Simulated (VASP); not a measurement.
Consider the following.

```
InF3
1.0
    2.60214     1.50235     4.90751
   -2.60214     1.50235     4.90751
    0.00000    -3.00469     4.90751
In F
2 6
Direct
  0.50000   0.50000   0.50000
  0.00000   0.00000   0.00000
  0.39571   0.75000   0.10429
  0.60429   0.25000   0.89571
  0.10429   0.39571   0.75000
  0.89571   0.60429   0.25000
  0.75000   0.10429   0.39571
  0.25000   0.89571   0.60429
```

These are LDA (Ceperley-Alder, Perdew-Zunger), VASP's LDA PAW potentials (set 64) (plane waves; VASP) values and carry that method's errors. Run with 400 eV cut-off, 5×5×5 Γ-centred mesh, Fermi-Dirac smearing of 0.050 eV, potentials In_d F.

At this cut-off the stress carries a Pulay error, which pulls relaxed volumes low.

Problem. Predict the energy per atom (σ→0), pressure, largest force.

Solution. 
```yaml
energy per atom (σ→0): -5.049 eV/atom
pressure: -13.11 GPa
largest_force: 0.189 eV/Å
```

Total energies compare only between runs with the same potentials, cut-off and functional.

The structure comes from a computed database's InF3 entry (R-3c); how it stands against other phases isn't given here. The cell was not relaxed at this level.
